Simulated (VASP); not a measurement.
Given:

```
Pt3Ti
1.0
    4.02201     0.00000     0.00000
    0.00000     4.02201     0.00000
    0.00000     0.00000     4.02201
Ti Pt
1 3
Direct
  0.00000   0.00000   0.00000
  0.00000   0.50000   0.50000
  0.50000   0.00000   0.50000
  0.50000   0.50000   0.00000
```

All values below come from vdW-DF2, VASP's PBE PAW potentials (set 64) (plane waves; VASP 6.6.1). Run with 520 eV cut-off, 8×8×8 Γ-centred mesh, first-order Methfessel-Paxton smearing of 0.10 eV, potentials Ti_sv Pt.

Unless said otherwise, spin-orbit coupling is left out, though it shifts the bands of the heavy elements here.

Q: Estimate the energy per atom (σ→0), pressure, band gap (on the k-mesh) with the smallest direct gap where there is one.

A: 
The band gap (on the k-mesh) is none (metal, semimetal or under 0.01 eV), the energy per atom (σ→0) comes out as -3828 meV/atom and the pressure is 6.02 GPa.

Total energies compare only between runs with the same potentials, cut-off and functional.

The compound is Pt3Ti in the L1_2 structure. This cell is one point of a volume scan, at 0.97 of the reference volume.
